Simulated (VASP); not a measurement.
Consider the following.

```yaml
crystal:
  lattice:
    - [3.42897, 0.00000, 0.00000]
    - [0.00000, 3.42897, 0.00000]
    - [0.00000, 0.00000, 3.42897]
  atoms:
    - { symbol: Si, position: [0.00000, 0.00000, 0.00000] }
    - { symbol: Ni, position: [0.00000, 0.50000, 0.50000] }
    - { symbol: Ni, position: [0.50000, 0.00000, 0.50000] }
    - { symbol: Ni, position: [0.50000, 0.50000, 0.00000] }
```

The numbers are results of LDA (Ceperley-Alder, Perdew-Zunger), VASP's LDA PAW potentials (set 64) (plane waves; VASP 6.6.1), not measurements. Numerical set-up: 520 eV cut-off, 10×10×10 Γ-centred mesh, tetrahedra with Blöchl corrections, potentials Si Ni.

The cores are frozen, which limits the accuracy of field gradients.

Task: Give the principal components of the electric field gradient (V/Å²) and the asymmetry η at each nucleus.

Result: 
```csv
atom,Vxx,Vyy,Vzz,η
Si1,0.0,0.0,0.0,-
Ni2,23.7,23.7,-47.3,0.00
Ni3,23.7,23.7,-47.3,0.00
Ni4,23.7,23.7,-47.3,0.00
```

The compound is Ni3Si in the L1_2 structure. It was relaxed first, which changed the volume by -7 %. The run is not spin-polarised, so no magnetic state was tried.
